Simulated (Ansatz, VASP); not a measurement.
**One calculation of MgCd2TeSe2, two programs**

File INCAR:

```
PREC = Accurate ; ENCUT = 520
EDIFF = 1E-6 ; ISMEAR = 0
SIGMA = 0.1 ; LREAL = F
LASPH = T ; NELM = 80
ALGO = Normal ; ISIF = 2
LWAVE = F ; LCHARG = F
GGA = PE ; NBANDS = 31
```

Contents of KPOINTS:

```
regular mesh
0
Gamma
  4 4 4
```

Contents of POSCAR:

```
MgCd2TeSe2
1.0
    4.7771956600      0.0000000000      0.0000000000
    0.0000000000      4.7771956600      0.0000000000
    0.0000000000      0.0000000000      6.1472708600
Mg Cd Te Se
1 2 1 2
Direct
    0.0000000000      0.0000000000      0.5000000000
    0.5000000000      0.5000000000      0.7223759900
    0.5000000000      0.5000000000      0.2776240100
    0.0000000000      0.0000000000      0.0000000000
    0.5000000000      0.0000000000      0.0000000000
    0.0000000000      0.5000000000      0.0000000000
```

Input for Ansatz:

```yaml
crystal:
  lattice:
    - [4.77719566, 0.0, 0.0]
    - [0.0, 4.77719566, 0.0]
    - [0.0, 0.0, 6.14727086]
  atoms:
    - { symbol: Mg, position: [0.0, 0.0, 0.5] }
    - { symbol: Cd, position: [0.5, 0.5, 0.72237599] }
    - { symbol: Cd, position: [0.5, 0.5, 0.27762401] }
    - { symbol: Te, position: [0.0, 0.0, 0.0] }
    - { symbol: Se, position: [0.5, 0.0, 0.0] }
    - { symbol: Se, position: [0.0, 0.5, 0.0] }
basis:
  ecutwfc: 420
kpoints:
  mp_grid: { grid: [4, 4, 4] }
hamiltonian:
  xc: pbe
scf:
  occupations: { method: gaussian, width: 0.1 }
  lower_state_search: "off"
output:
  forces: true
  stress: true
  eigenvalues: true
```

Change from the starting cell: species swapped into the PrSi2Mo2C type (P4/mmm, No. 123).

Alike in both runs: task single point; functional PBE; k mesh 4 × 4 × 4; occupations gaussian, width 0.1 eV; no spin polarisation.

|  | VASP | Ansatz |
| --- | --- | --- |
| version | VASP 6.6.1 | Ansatz 0.2.0 |
| potentials or method | VASP PAW PBE potentials, release 64 (Mg, Cd, Te, Se) | scalar-relativistic, plane waves, PAW |
| plane-wave cutoff (eV) | 520 | 420 |
| valence electrons in the cell | 44 | 98 |

|  | VASP | Ansatz | Ansatz less VASP |
| --- | --- | --- | --- |
| gap on the k mesh at the Fermi level (eV) | none | none | - |
| pressure (GPa) | 21.9 | 21.6 | -0.37 |
| largest component of the traceless stress (GPa) | 21.41 | 21.34 | -0.067 |
| rms of the force components (eV/Å) | 0.076 | 0.072 | -0.0032 |

Atom by atom the forces differ by 0.003 eV/Å (rms over components). A gap of «none» marks a metal or a gap that the smearing closes. The two sets of potentials don't hold the same shells in valence.

Caveats: so large a pressure means that the cell lies far from this level's equilibrium, or that cutoff or potentials fall short (VASP). The runs have no spin-orbit coupling, so splittings on Te are missing.
